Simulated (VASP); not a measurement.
# GeSb4Te7 (P-3m1) in VASP: notebook, part 2 of 2

VASP 6.6.1. Earlier steps stand in the parts before.

## (4) Relaxation of cell and atoms, PBE+D3(BJ)

File INCAR:

```
SYSTEM = GeSb4Te7
PREC = Accurate
ENCUT = 600
EDIFF = 1E-6
ISMEAR = 0
SIGMA = 0.03
LREAL = .FALSE.
LASPH = .TRUE.
NELM = 80
ALGO = Normal
ISIF = 3
LWAVE = .FALSE.
LCHARG = .FALSE.
GGA = PE
IVDW = 12
IBRION = 2
NSW = 90
EDIFFG = -0.01
KPAR = 4
```

File KPOINTS:

```
Automatic mesh
0
G
  9 9 2
  0 0 0
```

File POSCAR:

```
GeSb4Te7
1.0
    4.2893002584      0.0000000000      0.0000000000
   -2.1446501292      3.7146429882      0.0000000000
    0.0000000000      0.0000000000     24.6377784500
Ge Sb Te
1 4 7
Direct
    0.0000000000      0.0000000000      0.5000000000
    0.6666666700      0.3333333300      0.9188986200
    0.3333333300      0.6666666700      0.3497515000
    0.3333333300      0.6666666700      0.0811013800
    0.6666666700      0.3333333300      0.6502485000
    0.3333333300      0.6666666700      0.8497318700
    0.6666666700      0.3333333300      0.1502681300
    0.0000000000      0.0000000000      0.7189782900
    0.6666666700      0.3333333300      0.4313943000
    0.3333333300      0.6666666700      0.5686057000
    0.0000000000      0.0000000000      0.0000000000
    0.0000000000      0.0000000000      0.2810217100
```

Potentials or basis: VASP PAW PBE potentials, release 64 (Ge_d, Sb, Te).

Run with:

```
cat potpaw_PBE.64/Ge_d/POTCAR potpaw_PBE.64/Sb/POTCAR potpaw_PBE.64/Te/POTCAR > POTCAR
mpirun -np 4 vasp_std > vasp.out
```

Run time: 1.8 h. Hardware: 4 MPI ranks of Intel Xeon Platinum 8375C at 2.90GHz (Ice Lake), shared host; peak memory 0.96 GiB.

Results (log left out):

```yaml
Free_energy: -49.7636 eV
Relaxed_volume: 30.54 Å³/atom
Relaxed_cell: a = 4.258 Å, b = 4.258 Å, c = 23.341 Å, α = 90.00°, β = 90.00°, γ = 120.00°
Space_group_after_relaxing_to_0.05_Å: P-3m1 (No. 164)
Energy_gained_by_relaxing: 15.8 meV/atom
Ionic_steps: 37
Pressure_after_relaxing: 0.0 GPa
Largest_force_after_relaxing: 0.010 eV/Å
Band_gap_on_the_k_mesh: 0.06 eV, direct
Dispersion_energy_per_atom: -0.451 eV
```

Forces in eV/Å, atoms in the order of the input:
```
Ge   0.000  0.000  0.000
Sb   0.000  0.000 -0.001
Sb   0.000  0.000  0.004
Sb   0.000  0.000  0.001
Sb   0.000  0.000 -0.004
Te   0.000  0.000 -0.010
Te   0.000  0.000  0.010
Te   0.000  0.000 -0.001
Te   0.000  0.000 -0.005
Te   0.000  0.000  0.005
Te   0.000  0.000  0.000
Te   0.000  0.000  0.001
```

Step by step:
```csv
step,energy change (eV),largest force (eV/Å),pressure (GPa),volume (Å³)
1,0.0000,0.1414,-1.32,392.56
2,-0.0525,0.3897,0.48,377.50
3,-0.0554,0.3438,0.13,380.18
4,-0.0746,0.2310,0.07,378.63
5,-0.0831,0.2240,0.04,376.52
6,-0.0968,0.2110,-0.04,375.99
7,-0.1254,0.1887,-0.24,374.36
8,-0.1212,0.4755,-0.49,370.93
9,-0.1341,0.2918,-0.36,372.92
10,-0.1469,0.2904,0.00,369.72
11,-0.1512,0.2893,0.46,365.98
12,-0.1620,0.2421,0.43,365.68
13,-0.1792,0.1053,0.29,364.76
14,-0.1798,0.1048,0.26,364.54
15,-0.1825,0.0665,-0.11,366.90
16,-0.1825,0.0669,-0.08,366.70
17,-0.1838,0.0559,-0.05,366.55
18,-0.1855,0.0599,0.01,366.20
19,-0.1843,0.0798,0.15,365.51
20,-0.1858,0.0623,0.05,365.99
21,-0.1870,0.0401,0.00,366.58
22,-0.1877,0.0284,-0.04,367.25
23,-0.1878,0.0317,-0.07,367.51
24,-0.1881,0.0501,0.11,366.63
25,-0.1881,0.0451,0.04,366.87
26,-0.1886,0.0206,0.00,366.98
27,-0.1886,0.0257,-0.04,367.08
28,-0.1886,0.0177,-0.02,367.03
29,-0.1888,0.0118,0.02,366.73
30,-0.1888,0.0146,0.04,366.61
31,-0.1888,0.0191,0.07,366.36
32,-0.1888,0.0161,0.04,366.50
33,-0.1889,0.0150,0.04,366.54
34,-0.1890,0.0170,-0.01,366.68
35,-0.1890,0.0182,-0.01,366.72
36,-0.1890,0.0149,-0.01,366.66
37,-0.1891,0.0098,0.02,366.46
```

Final structure:
```
Ge Sb Te
1.0
     4.25783    0.00000    0.00000
    -2.12891    3.68739    0.00000
     0.00000    0.00000   23.34074
Ge Sb Te
1 4 7
Direct
  0.00000 0.00000 0.50000
  0.66667 0.33333 0.91589
  0.33333 0.66667 0.34358
  0.33333 0.66667 0.08411
  0.66667 0.33333 0.65642
  0.33333 0.66667 0.84207
  0.66667 0.33333 0.15793
  0.00000 0.00000 0.73011
  0.66667 0.33333 0.42875
  0.33333 0.66667 0.57125
  0.00000 0.00000 0.00000
  0.00000 0.00000 0.26989
```

Levels at points of the mesh, in eV from the valence-band top:
| k point | band 35 | band 36 | band 37 | band 38 | band 39 | band 40 | band 41 | band 42 |
| --- | --- | --- | --- | --- | --- | --- | --- | --- |
| (0.00, 0.00, 0.00) | -1.41 | -1.35 | -0.45 | -0.21 | 0.21 | 0.21 | 0.25 | 0.25 |
| (0.00, 0.00, 0.50) | -1.41 | -1.18 | -0.54 | 0.00 | 0.06 | 0.07 | 0.07 | 0.49 |

Caveat: spin-orbit coupling is left out, which moves the levels of the heavy elements; an odd mesh through Γ misses points on the zone boundary, where band edges often lie.

## (5) Relaxation of cell and atoms, PBE+D3(BJ)

This run uses another cell than the first one, of 30.54 Å³/atom, 0.934 times its volume.

Edit INCAR of step 4 so:

```diff
@@ -3,3 +3,3 @@
 ENCUT = 600
-EDIFF = 1E-6
+EDIFF = 1E-7
 ISMEAR = 0
@@ -17,3 +17,3 @@
 NSW = 90
-EDIFFG = -0.01
+EDIFFG = -0.005
 KPAR = 4
```

KPOINTS is that of step 4.

File POSCAR:

```
GeSb4Te7                                
1.0
    4.2578258351     -0.0000000000     -0.0000000000
   -2.1289129175      3.6873853380      0.0000000000
    0.0000000000      0.0000000000     23.3407394923
  Ge              Sb              Te            
     1     4     7
Direct
     0.0000000000000000    0.0000000000000000    0.5000000000000000
     0.6666666699999979    0.3333333300000021    0.9158919998127752
     0.3333333300000021    0.6666666699999979    0.3435805545574593
     0.3333333300000021    0.6666666699999979    0.0841080001872247
     0.6666666699999979    0.3333333300000021    0.6564194454425408
     0.3333333300000021    0.6666666699999979    0.8420694333591590
     0.6666666699999979    0.3333333300000021    0.1579305666408410
     0.0000000000000000    0.0000000000000000    0.7301057382999903
     0.6666666699999979    0.3333333300000021    0.4287519268603875
     0.3333333300000021    0.6666666699999979    0.5712480731396120
     0.0000000000000000    0.0000000000000000    0.0000000000000000
     0.0000000000000000    0.0000000000000000    0.2698942617000095
```

Run with:

```
cat potpaw_PBE.64/Ge_d/POTCAR potpaw_PBE.64/Sb/POTCAR potpaw_PBE.64/Te/POTCAR > POTCAR
mpirun -np 4 vasp_std > vasp.out
```

It took 11 min on 4 MPI ranks of Intel Xeon Platinum 8375C at 2.90GHz (Ice Lake), shared host; peak memory 0.85 GiB.

Results (log left out):

```yaml
Free_energy: -49.7627 eV
Relaxed_volume: 30.55 Å³/atom
Relaxed_cell: a = 4.258 Å, b = 4.258 Å, c = 23.344 Å, α = 90.00°, β = 90.00°, γ = 120.00°
Space_group_after_relaxing_to_0.05_Å: P-3m1 (No. 164)
Energy_gained_by_relaxing: 0.0 meV/atom
Ionic_steps: 2
Pressure_after_relaxing: 0.0 GPa
Largest_force_after_relaxing: 0.004 eV/Å
Band_gap_on_the_k_mesh: 0.06 eV, direct
Dispersion_energy_per_atom: -0.450 eV
```

Forces in eV/Å, atoms in the order of the input:
```
Ge   0.000  0.000  0.000
Sb   0.000  0.000 -0.004
Sb   0.000  0.000  0.001
Sb   0.000  0.000  0.004
Sb   0.000  0.000 -0.001
Te   0.000  0.000 -0.004
Te   0.000  0.000  0.004
Te   0.000  0.000 -0.004
Te   0.000  0.000 -0.004
Te   0.000  0.000  0.004
Te   0.000  0.000  0.000
Te   0.000  0.000  0.004
```

Final structure:
```
Ge Sb Te
1.0
     4.25847    0.00000    0.00000
    -2.12924    3.68795    0.00000
     0.00000    0.00000   23.34404
Ge Sb Te
1 4 7
Cartesian
  0.0000 0.0000 11.6720
  2.1292 1.2293 21.3806
  0.0000 2.4586 8.0208
  0.0000 2.4586 1.9635
  2.1292 1.2293 15.3233
  0.0000 2.4586 19.6568
  2.1292 1.2293 3.6872
  -2.1292 3.6879 17.0436
  2.1292 1.2293 10.0085
  0.0000 2.4586 13.3355
  0.0000 0.0000 0.0000
  0.0000 0.0000 6.3005
```

Levels at points of the mesh, in eV from the valence-band top:
| k point | band 34 | band 35 | band 36 | band 37 | band 38 | band 39 | band 40 | band 41 | band 42 | band 43 |
| --- | --- | --- | --- | --- | --- | --- | --- | --- | --- | --- |
| (0.00, 0.00, 0.00) | -1.47 | -1.41 | -1.35 | -0.45 | -0.21 | 0.21 | 0.21 | 0.25 | 0.25 | 0.38 |
| (0.00, 0.00, 0.50) | -1.40 | -1.40 | -1.18 | -0.54 | 0.00 | 0.06 | 0.07 | 0.07 | 0.49 | 0.49 |

Caveat: spin-orbit coupling is left out, which moves the levels of the heavy elements; an odd mesh through Γ misses points on the zone boundary, where band edges often lie.
